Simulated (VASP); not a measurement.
All values below come from PBE0 hybrid, VASP's PBE PAW potentials (set 64) (plane waves; VASP).

The input files of a VASP run:

**INCAR**
```
PRECFOCK = Fast
ENCUT = 300   # plane-wave cut-off (eV)
LHFCALC = T
SIGMA = 0.01
EDIFF = 1E-6   # SCF stop (eV)
SYSTEM = Na2S
LCHARG = F
PREC = Accurate
HFRCUT = -1
NELM = 100   # most electronic steps
LASPH = T   # aspherical one-centre terms
GGA = PE
LWAVE = F
AEXX = 0.25
ISYM = 3
LREAL = F   # projection in real space or not
ISMEAR = 0
ALGO = Normal   # blocked Davidson
ISIF = 2   # forces and stress, cell fixed
```

File KPOINTS:
```
Automatic
0
G
 3 3 3
0 0 0
```

### POSCAR
```
Na2S
1
    0.0000000000     3.2998420000     3.2998420000
    3.2998420000     0.0000000000     3.2998420000
    3.2998420000     3.2998420000     0.0000000000
Na S
2 1
Direct
  0.2500000000   0.2500000000   0.2500000000
  0.7500000000   0.7500000000   0.7500000000
  0.0000000000   0.0000000000   0.0000000000
```

POTCAR, in this order: Na_pv S (PBE.64 set). Program: vasp_std.

Question: What will the output report for the number of irreducible k-points (NKPTS), largest plane-wave count, number of space-group operations, FFT grid (NGX, NGY, NGZ)?

Answer: 
```
Item                                           Value
--------------------------------------  ------------
number of irreducible k-points (NKPTS)             4
largest plane-wave count                         869
number of space-group operations                  48
FFT grid (NGX, NGY, NGZ)                28 × 28 × 28
```

The structure comes from a computed database's Na2S entry; how it stands against other phases isn't given here. The cell was not relaxed at this level. The k-mesh is coarse (spacing up to 0.55 per Å, 2π included), so the numbers may not be converged in it. The run is one of a series of settings (KPOINTS 3×3×3 Γ-centred mesh against the base run), some of them coarse on purpose.
